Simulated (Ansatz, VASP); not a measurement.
**Cross-check of Ni8Cl (Ni(100)-(2x1)-Cl, hollow site) between VASP and Ansatz**

One calculation is typed for both programs; each brings its own data sets. How far apart do they land? Of the first pair: The structure shown is the start of the Ansatz relaxation below; VASP solves that cell, so the two are compared at the walk's first step.

Calculated with Ansatz 0.2.0; plane waves, with VASP 6.6.1 beside it; single point at LDA.

## (1) The starting structure

The cell holds 9 atoms: 8 Ni and 1 Cl. Cell: a = 4.978 Å, b = 2.489 Å, c = 23.768 Å, α = 90.0°, β = 90.0°, γ = 90.0°. Vacuum lies along c.

As a file:

```cif
data_structure
_symmetry_space_group_name_H-M 'P 1'
_symmetry_Int_Tables_number 1
_cell_length_a 4.9780
_cell_length_b 2.4890
_cell_length_c 23.7681
_cell_angle_alpha 90.000
_cell_angle_beta 90.000
_cell_angle_gamma 90.000
_cell_volume 294.50
loop_
_atom_site_label
_atom_site_type_symbol
_atom_site_fract_x
_atom_site_fract_y
_atom_site_fract_z
_atom_site_occupancy
Ni1 Ni 0.25000 0.50000 0.35762 1
Ni2 Ni 0.75000 0.50000 0.35762 1
Ni3 Ni 0.00000 0.00000 0.43167 1
Ni4 Ni 0.50000 0.00000 0.43167 1
Ni5 Ni 0.25000 0.50000 0.50572 1
Ni6 Ni 0.75000 0.50000 0.50572 1
Ni7 Ni 0.00000 0.00000 0.57977 1
Ni8 Ni 0.50000 0.00000 0.57977 1
Cl9 Cl 0.25000 0.50000 0.64238 1
```

## (2) Ansatz: relaxation, LDA

Ansatz runs on its default PAW (the set named soft_2) files.

The two programs are compared at the cell with which this relaxation starts, whose forces are those of its first step.

Input file input.yaml:

```yaml
crystal:
  lattice:
    - [4.9780317396, 0.0, 0.0]
    - [0.0, 2.4890158698, 0.0]
    - [0.0, 0.0, 23.7680537625]
  atoms:
    - { symbol: Ni, position: [0.25, 0.5, 0.3576228868], spin: 0.7 }
    - { symbol: Ni, position: [0.75, 0.5, 0.3576228868], spin: 0.7 }
    - { symbol: Ni, position: [0.0, 0.0, 0.431671861], spin: 0.7 }
    - { symbol: Ni, position: [0.5, 0.0, 0.431671861], spin: 0.7 }
    - { symbol: Ni, position: [0.25, 0.5, 0.5057208352], spin: 0.7 }
    - { symbol: Ni, position: [0.75, 0.5, 0.5057208352], spin: 0.7 }
    - { symbol: Ni, position: [0.0, 0.0, 0.5797698094], spin: 0.7 }
    - { symbol: Ni, position: [0.5, 0.0, 0.5797698094], spin: 0.7 }
    - { symbol: Cl, position: [0.25, 0.5, 0.6423771132] }
magnetization:
  spin_polarized: true
kpoints:
  mp_grid: { grid: [6, 11, 1] }
hamiltonian:
  xc: lda
scf:
  occupations: { method: fermi_dirac, width: 0.1 }
  convergence: { dr2_threshold: 1.0e-08 }
efield:
  axis: 3
  dipole_correction: true
  ramp_position: 0.97
  ramp_width: 0.06
relax:
  f_tol: 0.015
  max_steps: 90
  constraints: [{ sites: [0, 1, 2, 3] }]
output:
  write_potential: true
  write_density: true
  volumetric_format: npy
```

On the command line:

```bash
$ ansatz run input.yaml --threads 4 --pin off --max-ram 6144MiB --backend cpu --events-out ev --progress --plain --runs-dir out
```

Numbers of over 12 decimals in the logs are rounded to 6 here.

Output:

```text
Engine: ansatz 0.2.0, aarch64-unknown-linux-gnu
Pseudopotentials: kind: paw
Pseudopotential: Ni, paw, valence charge 18, recommended cutoff 420 eV (normal), Ni.paw.azcp
Pseudopotential: Cl, paw, valence charge 7, recommended cutoff 420 eV (normal), Cl.paw.azcp
Functional definition: SPW92
  exchange = slater_x
  correlation = pw_c
Crystal: 9 atoms, lattice volume = 294.496 Å³
Basis set: ecut = 420 eV, 5759 PW (Γ)
Bands: 94, of which v1, the nominal top of the filled ones, is band 76 counted from 1 (75 counted from 0)
Symmetry: 4 space group operations
k-points: 24 of 66
Non-local potential: Ni, projectors of the file, l = 0: 3, l = 1: 2, l = 2: 3, l = 3: 1
Non-local potential: Cl, projectors of the file, l = 0: 2, l = 1: 2, l = 2: 2
PAW form: soft (Blöchl's): semilocal exchange-correlation on the pseudo side does not see the compensation charge
PAW frozen core: Ni, regenerated for the run's functional, and the local potential with it (the file was generated under x = pbe(κ = 0.804, μ = 0.219515), c = pbe(β = 0.066725))
PAW frozen core: Cl, regenerated for the run's functional, and the local potential with it (the file was generated under x = pbe(κ = 0.804, μ = 0.219515), c = pbe(β = 0.066725))
PAW one-centre angular grid: Ni, 590 points (default); XC on 64 Gauss nodes
PAW one-centre angular grid: Cl, 110 points (default); XC on 64 Gauss nodes
Initial density: superposition of atomic densities (neutral atoms: chi_scale 0, normalization atom)
Starting moments: Σ|m| = 5.6 μB on 8 of 9 sites
Initial wavefunctions: pseudopotential atomic-orbital guess
Functional: x = slater, c = lda
SCF iter   1: F=—  HF=-47219.494370 eV  |F-HF|=—  |Δ(HF+E_count)|=         —  Δρ=2.58e-2 (↑1.42e-2 ↓2.58e-2)  dr2=2.15e1  dr2_m=2.67e-1  M=5.678 μB ∫|m|=5.903 μB  β_m=1.00  ethr=3.10e-3  p=-0.000 e·Å  D=-1.01e-7 V/Å  ΔV_dip=0.00 eV  dr2_dipole=3.25e0  V_vac-E_F(+/−)=7.13/7.13 eV  ⟨swp⟩=10.7  Hψ=24039  notcnv=0  defer=140
Mixer restart at iter 1: flushing history
efield: sawtooth ramp at fractional position 0.9700 (set: `efield.ramp_position`, or a place that a band, a saddle search or an elastic batch's reference lends), width 0.0600; the density the first Hamiltonian is built on has a dipole p = -0.000 e·Å; the dipole correction subtracts the counter field D = -1.01e-7 V/Å, which shifts the + side's vacuum level by +0.00 eV against the − side's; the planar-averaged density in the ramp window peaks in size at 2.3e-5 e/Å³
preconditioner: auto → LDOS  [metal: Δε(μ)=0.004 eV  Ē_g=7.480 eV  σ=0.100 eV  W_gap=0.01  n_scr=48 (ndim 8)  ℏωp=20.2 eV  f_vac=0.603  D(μ)=16.20/eV (n_scr^D=168)]
spin=Collinear: LDOS preconditioning applied to the charge; magnetization (m = ρ↑ − ρ↓) channel mixes plain (no charge-response kernel on spin).
SCF iter   2: F=—  HF=-47220.026988 eV  |F-HF|=—  |Δ(HF+E_count)|=   5.33e-1  Δρ=1.71e-2 (↑1.71e-2 ↓1.52e-2)  dr2=7.13e0  dr2_m=6.73e-3  M=5.544 μB ∫|m|=5.964 μB  β_m=0.31  ethr=3.10e-3  p=0.020 e·Å  D=1.24e-2 V/Å  ΔV_dip=-0.30 eV  dr2_dipole=1.50e0  V_vac-E_F(+/−)=6.06/6.35 eV  ⟨swp⟩=2.9  Hψ=7817  notcnv=0  defer=245
density mixer auto → msr1: a metal under ldos (density of states about μ 3.50 of a free-electron gas's, 48 screened modes)
SCF iter   3: F=—  HF=-47223.693440 eV  |F-HF|=—  |Δ(HF+E_count)|=    3.67e0  Δρ=6.15e-3 (↑6.08e-3 ↓6.15e-3)  dr2=1.71e0  dr2_m=1.01e-2  M=5.504 μB ∫|m|=5.955 μB  β_m=0.38  ethr=3.10e-3  p=0.039 e·Å  D=2.37e-2 V/Å  ΔV_dip=-0.56 eV  dr2_dipole=4.74e-1  V_vac-E_F(+/−)=5.36/5.93 eV  ⟨swp⟩=3.2  Hψ=7316  notcnv=0  defer=255
SCF iter   4: F=—  HF=-47226.747223 eV  |F-HF|=—  |Δ(HF+E_count)|=    3.05e0  Δρ=6.86e-3 (↑3.64e-3 ↓6.86e-3)  dr2=1.86e-1  dr2_m=2.49e-2  M=5.402 μB ∫|m|=5.921 μB  β_m=0.69  ethr=1.14e-3  p=0.057 e·Å  D=3.53e-2 V/Å  ΔV_dip=-0.84 eV  dr2_dipole=2.68e-5  V_vac-E_F(+/−)=4.71/5.55 eV  ⟨swp⟩=3.0  Hψ=5951  notcnv=0  defer=262
SCF iter   5: F=—  HF=-47227.714543 eV  |F-HF|=—  |Δ(HF+E_count)|=         —  Δρ=7.63e-3 (↑5.84e-3 ↓7.63e-3)  dr2=7.19e-2  dr2_m=1.03e-1  M=4.962 μB ∫|m|=5.480 μB  β_m=0.69  ethr=1.23e-4  p=0.051 e·Å  D=3.11e-2 V/Å  ΔV_dip=-0.74 eV  dr2_dipole=4.51e-3  V_vac-E_F(+/−)=4.64/5.38 eV  ⟨swp⟩=2.8  Hψ=10149  notcnv=0  defer=278
SCF iter   6: F=—  HF=-47227.787738 eV  |F-HF|=—  |Δ(HF+E_count)|=   7.32e-2  Δρ=4.99e-3 (↑1.76e-3 ↓4.99e-3)  dr2=4.01e-2  dr2_m=2.38e-2  M=4.819 μB ∫|m|=5.317 μB  β_m=0.85  ethr=4.76e-5  p=0.046 e·Å  D=2.83e-2 V/Å  ΔV_dip=-0.67 eV  dr2_dipole=4.27e-4  V_vac-E_F(+/−)=4.69/5.36 eV  ⟨swp⟩=2.0  Hψ=7030  notcnv=0  defer=278
SCF iter   7: F=—  HF=-47227.824377 eV  |F-HF|=—  |Δ(HF+E_count)|=   3.66e-2  Δρ=4.17e-3 (↑3.21e-3 ↓4.17e-3)  dr2=8.91e-2  dr2_m=3.50e-3  M=4.774 μB ∫|m|=5.265 μB  β_m=0.67  ethr=2.66e-5  p=0.039 e·Å  D=2.42e-2 V/Å  ΔV_dip=-0.57 eV  dr2_dipole=7.43e-6  V_vac-E_F(+/−)=4.66/5.24 eV  ⟨swp⟩=2.2  Hψ=8585  notcnv=0  defer=278
[...]
SCF converged after 10 iterations
Magnetization: 4.6622 μB (77.8311 up, 73.1689 down)
Absolute magnetization: 5.1248 μB (∫|ρ↑−ρ↓|, with the PAW one-centre terms)
Spin contamination: 0.0484 ħ² per cell (⟨S²⟩ above its minimum at these occupations)
Per-site moments (μB) at R_I (Å): [(0.718900, 1.026719), (0.716628, 1.026719), (0.634490, 0.985637), (0.634490, 0.985637), (0.683637, 0.985637), (0.558509, 0.984973), (0.439812, 0.952231), (0.439812, 0.952231), (0.031417, 0.952231)]
Free energy (F): -47227.956778 eV
Harris-Foulkes:  -47227.956778 eV  (|F-HF|=8.40e-9)
Internal energy: -47227.476027 eV  (E = F + TS)
E sigma→0 (E₀):  -47227.716403 eV
Entropy (-TS):   -0.480751 eV (-53.417 meV/atom)
Fermi energy:    2.550683 eV
Dipole field:    D = 0.024330 V/Å  (p = 0.039597 e·Å, saw-weighted, corrected)
Work function:   Φ+ = 4.6837 eV   Φ− = 5.2620 eV
Levels:          The Fermi level and band energies are counted from a zero that moves with the ramp; work functions are not
--- Per-component energies (eV) ---
  E_band       = -4519.812519
  E_kinetic    = 2430.777470
  E_local      = -353434.109383  (includes V_loc(G=0)·N_el)
  E_nonlocal   = 5155.496016
  E_hartree    = 173270.772978
  E_xc         = -779.713328
  E_vxc        = -993.638200  (∫ρ·V_xc dr)
  E_paw        = -13140.984685  (= ΣΔE_a)
  E_vpaw       = -4222.242616  (= ΣTr[D̂ρ^β])
  E_aug_tail   = 0.003915  (compensation charges beyond the density's cutoff)
  E_efield     = 0.000482  (sawtooth field / dipole correction)
  E_vefield    = 2.347558  (∫n·V_field dr)
  E_ewald      = 139266.617053
  E_core_change = 3.663455  (= ΣΔE_core)
  E_smearing   = -0.480751  (= −TS)
  E_closure    = -0.000000  (closes the sum)
  Σ components = -47227.956778   (vs F -47227.956778, Δ=0.00e0)
--- Forces (eV/Å), atoms counted from 1 ---
  atom   1  Ni     0.00000000     0.00000000     0.90596134
  atom   2  Ni     0.00000000     0.00000000     0.92950269
  atom   3  Ni    -0.10396321     0.00000000    -0.91832845
  atom   4  Ni     0.10396321     0.00000000    -0.91832845
  atom   5  Ni    -0.00000000     0.00000000    -0.00077609
  atom   6  Ni     0.00000000     0.00000000     0.00350021
  atom   7  Ni     0.00299714     0.00000000    -0.00044297
  atom   8  Ni    -0.00299714     0.00000000    -0.00044297
  atom   9  Cl    -0.00000000     0.00000000    -0.00017595
  max |Σ_I F_I| component: 4.69e-4 eV/Å
--- Band table (eV; the first three rows and the last of 48) ---
  k-point 0 ↑: bands = [... 72 lower, 1.8756, 1.9644, 1.9904, 2.0575, 2.0651, 2.0981, 2.7638, 3.1251, ... 14 higher]
  k-point 1 ↑: bands = [... 72 lower, 1.8424, 1.9035, 1.9978, 2.0683, 2.0979, 2.1745, 2.6312, 3.2336, ... 14 higher]
  k-point 2 ↑: bands = [... 72 lower, 1.8006, 1.8967, 1.9847, 2.0516, 2.1167, 2.1944, 2.7070, 3.9559, ... 14 higher]
  k-point 23 ↓: bands = [... 72 lower, 2.6445, 2.6850, 2.8041, 2.9183, 4.0151, 4.1334, 5.2489, 5.4036, ... 14 higher]
--- Relaxed structure (5 steps of the walk, 5 accepted, 0 SCFs on fresh bases) ---
  F+E_penalty+E_count = -47227.95677804 eV   max|allowed force component| = 3.500e-3 eV/Å
  atoms:
    - { symbol: Ni, position: [0.250000, 0.500000, 0.3576228868] }
    - { symbol: Ni, position: [0.75, 0.500000, 0.3576228868] }
    - { symbol: Ni, position: [0.0, 0.0, 0.431671861] }
    - { symbol: Ni, position: [0.500000, 0.0, 0.431671861] }
    - { symbol: Ni, position: [0.250000, 0.500000, 0.499666] }
    - { symbol: Ni, position: [0.75, 0.500000, 0.502468] }
    - { symbol: Ni, position: [-0.00420982, 0.0, 0.571033] }
    - { symbol: Ni, position: [0.504210, 0.0, 0.571033] }
    - { symbol: Cl, position: [0.250000, 0.500000, 0.633135] }
```

(Continued in part 2 of 3.)

[Lines on the potential files, build, host, timing and source positions are cut from VASP's logs without a mark.]

[Logs are printed without paths, hosts, clocks, repeated set-up lines and the standing remarks that a program may print on its own settings, such as how far it seeks lower states.]

[Hosts, paths, dates, database ids (printed as entryN), source tags and the programs' standing remarks are cut or masked in the printed files.]
